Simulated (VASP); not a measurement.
All values below come from revTPSS meta-GGA, VASP's PBE PAW potentials (set 64) (plane waves; VASP 6.6.1).

VASP ran on this input.

### INCAR
```
SYSTEM = CuZn
PREC = Accurate
ENCUT = 520
EDIFF = 1E-6
NELM = 100
ALGO = Normal
LREAL = .FALSE.
LASPH = .TRUE.
ISMEAR = 1
SIGMA = 0.1
METAGGA = RTPSS
LMIXTAU = .TRUE.
LMAXMIX = 4
LWAVE = .FALSE.
LCHARG = .FALSE.
IBRION = 2
ISIF = 3
NSW = 60
EDIFFG = -0.01
```

POSCAR:
```
CuZn
1.0
  2.8964167034   0.0000000000   0.0000000000
  0.0000000000   2.8964167034   0.0000000000
  0.0000000000   0.0000000000   2.8964167034
Zn Cu
1 1
direct
  0.5000000000   0.5000000000   0.5000000000
  0.0000000000   0.0000000000   0.0000000000
```

**KPOINTS**
```
Automatic mesh
0
Gamma
  11 11 11
0 0 0
```

POTCAR, in this order: Zn Cu (PBE.64 set). Program: vasp_std.

The resulting files:

**OUTCAR**
```
 ion  position               nearest neighbor table
   1  0.500  0.500  0.500-   2 2.51   2 2.51   2 2.51   2 2.51   2 2.51   2 2.51   2 2.51   2 2.51
  LATTYP: Found a simple cubic cell.
 ALAT       =     2.8964167034
 Subroutine PRICEL returns:
 Original cell was already a primitive cell.
 Subroutine GETGRP returns: Found 48 space group operations
The static configuration has the point symmetry O_h .
The dynamic configuration has the point symmetry O_h .
 Subroutine INISYM returns: Found 48 space group operations
 Subroutine IBZKPT returns following result:
 Found     56 irreducible k-points:

 Following reciprocal coordinates:
            Coordinates               Weight
  0.000000  0.000000  0.000000      1.000000
  0.090909  0.000000  0.000000      6.000000
  0.181818  0.000000  0.000000      6.000000
  0.272727  0.000000  0.000000      6.000000
  0.363636  0.000000  0.000000      6.000000
  0.454545  0.000000  0.000000      6.000000
  0.090909  0.090909  0.000000     12.000000
  0.181818  0.090909  0.000000     24.000000
  0.272727  0.090909  0.000000     24.000000
  0.363636  0.090909  0.000000     24.000000
  0.454545  0.090909  0.000000     24.000000
  0.181818  0.181818  0.000000     12.000000
  0.272727  0.181818  0.000000     24.000000
  0.363636  0.181818  0.000000     24.000000
  0.454545  0.181818  0.000000     24.000000
  0.272727  0.272727  0.000000     12.000000
  0.363636  0.272727  0.000000     24.000000
  0.454545  0.272727  0.000000     24.000000
  0.363636  0.363636  0.000000     12.000000
  0.454545  0.363636  0.000000     24.000000
  0.454545  0.454545  0.000000     12.000000
  0.090909  0.090909  0.090909      8.000000
  0.181818  0.090909  0.090909     24.000000
  0.272727  0.090909  0.090909     24.000000
  0.363636  0.090909  0.090909     24.000000
  0.454545  0.090909  0.090909     24.000000
  0.181818  0.181818  0.090909     24.000000
  0.272727  0.181818  0.090909     48.000000
  0.363636  0.181818  0.090909     48.000000
  0.454545  0.181818  0.090909     48.000000
  0.272727  0.272727  0.090909     24.000000
  0.363636  0.272727  0.090909     48.000000
  0.454545  0.272727  0.090909     48.000000
  0.363636  0.363636  0.090909     24.000000
  0.454545  0.363636  0.090909     48.000000
  0.454545  0.454545  0.090909     24.000000
  0.181818  0.181818  0.181818      8.000000
  0.272727  0.181818  0.181818     24.000000
  0.363636  0.181818  0.181818     24.000000
  0.454545  0.181818  0.181818     24.000000
   k-points           NKPTS =     56   k-points in BZ     NKDIM =     56   number of bands    NBANDS=     15
   number of dos      NEDOS =    301   number of ions     NIONS =      2
   total plane-waves  NPLWV =  13824
   dimension x,y,z NGX =    24 NGY =   24 NGZ =   24
   dimension x,y,z NGXF=    48 NGYF=   48 NGZF=   48
   ions per type =               1   1
   PREC   = accura    normal or accurate (medium, high low for compatibility)
   ISTART =      0    job   : 0-new  1-cont  2-samecut
   ICHARG =      2    charge: 1-file 2-atom 10-const
   ISPIN  =      1    spin polarized calculation?
   LNONCOLLINEAR =      F non collinear calculations
   LSORBIT =      F    spin-orbit coupling
   INIWAV =      1    electr: 0-lowe 1-rand  2-diag
   ENCUT  =  520.0 eV  38.22 Ry    6.18 a.u.   5.39  5.39  5.39*2*pi/ulx,y,z
   NELM   =    100;   NELMIN=  2; NELMDL= -5     # of ELM steps
   EDIFF  = 0.1E-05   stopping-criterion for ELM
   LREAL  =      F    real-space projection
   NLSPLINE    = F    spline interpolate recip. space projectors
   LMAXMIX     =    4 max onsite mixed and CHGCAR
   VOSKOWN=      0    Vosko Wilk Nusair interpolation
...
```

File OSZICAR:
```
       N       E                     dE             d eps       ncg     rms          rms(c)
DAV:   1     0.180887419783E+03    0.18089E+03   -0.17980E+04  1720   0.425E+03
DAV:   2     0.372545959123E+02   -0.14363E+03   -0.14045E+03  1764   0.516E+02
DAV:   3     0.211059421113E+02   -0.16149E+02   -0.16085E+02  2114   0.207E+02
DAV:   4     0.207623009436E+02   -0.34364E+00   -0.34353E+00  2219   0.377E+01
DAV:   5     0.207580437910E+02   -0.42572E-02   -0.42570E-02  2248   0.377E+00    0.528E+00
DAV:   6     0.301273406274E+01   -0.17745E+02   -0.57059E+01  1703   0.862E+01    0.977E+00
DAV:   7     0.275007616916E+01   -0.26266E+00   -0.86418E-01  1799   0.129E+01    0.992E+00
DAV:   8     0.259725925931E+01   -0.15282E+00   -0.41610E-01  2653   0.211E+01    0.120E+01
DAV:   9     0.286833178670E+01    0.27107E+00   -0.10649E-01  1694   0.522E+00    0.118E+01
DAV:  10     0.384849992071E+00   -0.24835E+01   -0.33980E+00  2053   0.381E+01    0.149E+01
DAV:  11     0.840346941485E+00    0.45550E+00   -0.39757E-01  2177   0.177E+01    0.136E+01
DAV:  12    -0.640831446900E+00   -0.14812E+01   -0.89531E-01  2667   0.204E+01    0.171E+01
DAV:  13    -0.329218077122E+00    0.31161E+00   -0.73058E-02  2526   0.583E+00    0.162E+01
DAV:  14     0.169767608949E+01    0.20269E+01   -0.13980E+00  1746   0.283E+01    0.117E+01
DAV:  15     0.407439733431E+01    0.23767E+01   -0.52541E+00  1964   0.563E+01    0.328E+00
DAV:  16     0.422157262308E+01    0.14718E+00   -0.17600E+00  2068   0.331E+01    0.304E+00
DAV:  17     0.421665803092E+01   -0.49146E-02   -0.40849E-02  1771   0.217E+00    0.310E+00
DAV:  18     0.421154920789E+01   -0.51088E-02   -0.97066E-04  2338   0.803E-01    0.311E+00
DAV:  19     0.419541349647E+01   -0.16136E-01   -0.69931E-03  2009   0.189E+00    0.334E+00
DAV:  20     0.422150426486E+01    0.26091E-01   -0.78199E-03  1911   0.233E+00    0.317E+00
DAV:  21     0.424477147359E+01    0.23267E-01   -0.21727E-02  2452   0.367E+00    0.273E+00
DAV:  22     0.490698156646E+01    0.66221E+00   -0.67161E-01  1680   0.137E+01    0.221E+00
DAV:  23     0.426206942586E+01   -0.64491E+00   -0.56480E-01  1680   0.115E+01    0.192E+00
DAV:  24     0.424734079000E+01   -0.14729E-01   -0.42070E-03  2003   0.108E+00    0.164E+00
DAV:  25     0.425438949578E+01    0.70487E-02   -0.42096E-02  1694   0.515E+00    0.844E-01
DAV:  26     0.425230297248E+01   -0.20865E-02   -0.19973E-03  2529   0.102E+00    0.713E-01
DAV:  27     0.425140388303E+01   -0.89909E-03   -0.41048E-04  2667   0.755E-01    0.567E-01
DAV:  28     0.425186446640E+01    0.46058E-03   -0.98376E-04  2593   0.104E+00    0.378E-01
DAV:  29     0.425202531024E+01    0.16084E-03   -0.91897E-04  2415   0.821E-01    0.228E-01
DAV:  30     0.425202364592E+01   -0.16643E-05   -0.23205E-04  2862   0.437E-01    0.115E-01
DAV:  31     0.425202621907E+01    0.25731E-05   -0.60955E-05  2808   0.268E-01    0.492E-02
DAV:  32     0.425200472424E+01   -0.21495E-04   -0.38987E-05  2792   0.213E-01    0.106E-02
DAV:  33     0.425199858584E+01   -0.61384E-05   -0.67629E-06  2598   0.691E-02    0.147E-02
DAV:  34     0.425199839503E+01   -0.19081E-06   -0.72707E-07   885   0.274E-02
   1 F= 0.42519984E+01 E0= 0.42519684E+01  d E =0.425200E+01
       N       E                     dE             d eps       ncg     rms          rms(c)
DAV:   1     0.424595168506E+01   -0.60469E-02   -0.83933E-02  1680   0.724E+00    0.590E-01
DAV:   2     0.424951802555E+01    0.35663E-02   -0.49290E-02  1687   0.605E+00    0.303E-01
DAV:   3     0.425143147740E+01    0.19135E-02   -0.14639E-02  1715   0.393E+00    0.162E-01
DAV:   4     0.425173657455E+01    0.30510E-03   -0.75828E-04  1996   0.823E-01    0.599E-02
DAV:   5     0.425179417977E+01    0.57605E-04   -0.70919E-05  2575   0.163E-01    0.282E-03
DAV:   6     0.425178887640E+01   -0.53034E-05   -0.78069E-06  2328   0.653E-02    0.308E-03
DAV:   7     0.425178785857E+01   -0.10178E-05   -0.21375E-06  1181   0.532E-02    0.136E-03
DAV:   8     0.425178671511E+01   -0.11435E-05   -0.70506E-07   875   0.317E-02    0.753E-04
DAV:   9     0.425178653588E+01   -0.17923E-06   -0.74675E-08   840   0.100E-02
   2 F= 0.42517865E+01 E0= 0.42517640E+01  d E =-.211859E-03
```

File OUTCAR:
```
------------------------ aborting loop because EDIFF is reached ----------------------------------------
  FORCE on cell =-STRESS in cart. coord.  units (eV):
  Direction    XX          YY          ZZ          XY          YZ          ZX
  --------------------------------------------------------------------------------------
  Total       -0.0134517     -0.0134517     -0.0134517     -0.0000000     -0.0000000     -0.0000000
  in kB       -0.8903022     -0.8903022     -0.8903022     -0.0000000     -0.0000000     -0.0000000
  external PRESSURE =      -0.8903022 kB  Pullay stress =       0.0000000 kB
  volume of cell :       24.21
      direct lattice vectors                 reciprocal lattice vectors
     2.892792022  0.000000000 -0.000000000     0.345686794  0.000000000 -0.000000000
    -0.000000000  2.892792022 -0.000000000    -0.000000000  0.345686794 -0.000000000
     0.000000000  0.000000000  2.892792022     0.000000000  0.000000000  0.345686794
 POSITION                                       TOTAL-FORCE (eV/Angst)
 -----------------------------------------------------------------------------------
      1.44640      1.44640      1.44640         0.000000      0.000000      0.000000
      0.00000      0.00000      0.00000        -0.000000     -0.000000      0.000000
 -----------------------------------------------------------------------------------
    total drift:                                0.000000      0.000000     -0.000000
  FREE ENERGIE OF THE ION-ELECTRON SYSTEM (eV)
  ---------------------------------------------------
  free  energy   TOTEN  =         4.2517865359 eV

  energy  without entropy=        4.2517188636  energy(sigma->0) =        4.25176398

 reached required accuracy - stopping structural energy minimisation
```
(Selected blocks of OUTCAR.)

CONTCAR:
```
CuZn
   1.00000000000000
     2.8927920221849970    0.0000000000000000   -0.0000000000000000
    -0.0000000000000000    2.8927920221849970   -0.0000000000000000
     0.0000000000000000    0.0000000000000000    2.8927920221849970
  Zn              Cu
     1     1
Direct
     0.5000000000000000    0.5000000000000000    0.5000000000000000
     0.0000000000000000    0.0000000000000000    0.0000000000000000
```

The compound is CuZn in the CsCl type structure. This run relaxes it. Symmetry was kept, so distortions that lower it aren't found. The start is the result of an earlier pass. The electron count is odd and the run is not spin-polarised, which forces a metal.
